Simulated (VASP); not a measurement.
Input:

```yaml
crystal:
  lattice:
    - [3.70407, 0.00000, 0.00000]
    - [0.00000, 3.70407, 0.00000]
    - [0.00000, 0.00000, 3.70407]
  atoms:
    - { symbol: Cu, position: [0.00000, 0.50000, 0.50000] }
    - { symbol: Cu, position: [0.50000, 0.00000, 0.50000] }
    - { symbol: Cu, position: [0.50000, 0.50000, 0.00000] }
    - { symbol: Au, position: [0.00000, 0.00000, 0.00000] }
```

Method: optB88-vdW, VASP's PBE PAW potentials (set 64) (plane waves; VASP). Settings: 520 eV cut-off, 8×8×8 Γ-centred mesh, first-order Methfessel-Paxton smearing of 0.10 eV, potentials Cu Au.

The job: Cu3Au (L1_2), 4 atoms, optB88-vdW, static run, 520 eV, 8×8×8 Γ-centred mesh. Roughly how much core time does it take on a busy server core?

About 40 core-seconds (one run on a shared machine, a rough figure). It had 35 irreducible k-points, 26 bands, up to 1406 plane waves and 16 electronic steps.

The compound is Cu3Au in the L1_2 structure. This cell is one point of a volume scan, at 0.94 of the reference volume.
